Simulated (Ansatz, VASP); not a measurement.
Given: the input of a run of Ansatz 0.2.0 on CaH4. The cell comes from a database or a generator and needn't be the stable form of this composition.

input.yaml

```yaml
crystal:
  lattice:
    - [4.16798, 0.0, 0.0]
    - [0.0, 4.16798, 0.0]
    - [0.0, 0.0, 4.16798]
  atoms:
    - { symbol: Ca, position: [0.0, 0.0, 0.0] }
    - { symbol: H, position: [0.5, 0.0, 0.0] }
    - { symbol: H, position: [0.0, 0.5, 0.0] }
    - { symbol: H, position: [0.0, 0.0, 0.5] }
    - { symbol: H, position: [0.5, 0.5, 0.5] }
hamiltonian:
  xc: pbe
  pseudopotentials: { kind: paw }
kpoints:
  mp_grid: { grid: [5, 5, 5] }
scf:
  occupations: { method: fermi_dirac, width: 0.05 }
output:
  forces: true
  stress: true
  eigenvalues: true
relax:
  f_tol: 0.01
  max_steps: 40
  cell: { stress_tol: 0.05 }
```

Potentials or basis: Ansatz PAW.

Launch:

```bash
$ ansatz run input.yaml --threads 2 --pin off --max-ram 5632MiB --backend cpu --events-out ev --progress --plain --runs-dir out
```

Question: Translate it to VASP 6.6.1. Potentials or basis there: PBE PAW files Ca_sv, H_h, 900 eV.

Answer: As run (cutoffs and basis follow the program's own potentials, and thresholds, step limits or extra output files can differ):

The input INCAR:

```
SYSTEM = CaH4
PREC = Accurate
ENCUT = 900
EDIFF = 1E-6
ISMEAR = -1
SIGMA = 0.05
LREAL = .False.
LASPH = .True.
NELM = 60
ALGO = Normal
ISIF = 3
LWAVE = .False.
LCHARG = .False.
GGA = PE
IBRION = 2
NSW = 40
EDIFFG = -0.02
```

The input KPOINTS:

```
regular mesh
0
Gamma
  5 5 5
  0 0 0
```

The input POSCAR:

```
CaH4
1.0
    4.1679800000      0.0000000000      0.0000000000
    0.0000000000      4.1679800000      0.0000000000
    0.0000000000      0.0000000000      4.1679800000
Ca H
1 4
Direct
    0.0000000000      0.0000000000      0.0000000000
    0.5000000000      0.0000000000      0.0000000000
    0.0000000000      0.5000000000      0.0000000000
    0.0000000000      0.0000000000      0.5000000000
    0.5000000000      0.5000000000      0.5000000000
```

Potentials or basis: VASP PAW PBE potentials, release 64 (Ca_sv, H_h).

Launch:

```bash
$ cat potpaw_PBE.64/Ca_sv/POTCAR potpaw_PBE.64/H_h/POTCAR > POTCAR
$ mpirun -np 1 vasp_std > vasp.out
```

Both were run:

|  | Ansatz | VASP |
| --- | --- | --- |
| Relaxed volume | 14.56 Å³/atom | 14.48 Å³/atom |
| Relaxed cell | a = 4.175 Å, b = 4.175 Å, c = 4.175 Å, α = 90.00°, β = 90.00°, γ = 90.00° | a = 4.168 Å, b = 4.168 Å, c = 4.168 Å, α = 90.00°, β = 90.00°, γ = 90.00° |
| Space group after relaxing | Pm-3m (No. 221) | Pm-3m (No. 221) |
| Pressure after relaxing | 0.0 GPa | 0.2 GPa |

Ansatz's pressure holds a Pulay term of +0.09 GPa for its cutoff of 420 eV, which the other run lacks.

Where Ansatz's input types no cutoff or centring, it takes its own default and a Γ-centred mesh.

Pressure is positive in compression.
